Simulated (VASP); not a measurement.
Calculation: PBEsol GGA, VASP's PBE PAW potentials (set 64) (plane waves; VASP).

The input files of a VASP run:

### INCAR
```
LWAVE = .False.
ISIF = 3   # ions, shape and volume
IBRION = 2   # conjugate gradients
NSW = 60   # most ionic steps
LMAXMIX = 4
SIGMA = 0.1   # width (eV)
GGA = PS
EDIFF = 1E-6
PREC = Accurate
LASPH = .True.
ISMEAR = 1
ENCUT = 400   # plane-wave cut-off (eV)
LREAL = .False.
SYSTEM = NbSi
EDIFFG = -0.01
LCHARG = .False.
NELM = 100   # most electronic steps
ALGO = Normal
```

### KPOINTS
```
Automatic mesh
0
Gamma
11 11 11
0 0 0
```

**POSCAR**
```
NbSi
1
    3.1375750000     0.0000000000     0.0000000000
    0.0000000000     3.1375750000     0.0000000000
    0.0000000000     0.0000000000     3.1375750000
Nb Si
1 1
Direct
  0.0000000000   0.0000000000   0.0000000000
  0.5000000000   0.5000000000   0.5000000000
```

POTCAR, in this order: Nb_sv Si (PBE.64 set). Program: vasp_std.

Predict the energy per atom (σ→0), volume per atom, band gap (on the k-mesh).

```yaml
energy per atom (σ→0): -8.615 eV/atom
band gap (on the k-mesh): none (metal, semimetal or under 0.01 eV)
volume_per_atom: 15.28 Å^3/atom
```

File OSZICAR:
```
...
DAV:   2    -0.172344819022E+02    0.31865E-01   -0.13481E-01  2008   0.486E+00    0.484E-01
DAV:   3    -0.172302338011E+02    0.42481E-02   -0.13744E-02  2108   0.112E+00    0.161E-01
DAV:   4    -0.172304757445E+02   -0.24194E-03   -0.24435E-03  2260   0.336E-01    0.114E-01
DAV:   5    -0.172309282003E+02   -0.45246E-03   -0.10108E-03  2504   0.261E-01    0.802E-02
DAV:   6    -0.172309986164E+02   -0.70416E-04   -0.17406E-04  2344   0.116E-01    0.686E-03
DAV:   7    -0.172309991612E+02   -0.54475E-06   -0.10353E-05  1800   0.263E-02    0.662E-03
DAV:   8    -0.172309984277E+02    0.73345E-06   -0.11372E-06  1012   0.137E-02
   3 F= -.17230998E+02 E0= -.17230887E+02  d E =-.201417E-02
```

The structure was generated: NbSi was put into the CsCl type (Pm-3m), which need not be its known phase. This run relaxes it. Symmetry was kept, so distortions that lower it aren't found. The electron count is odd and the run is not spin-polarised, which forces a metal.
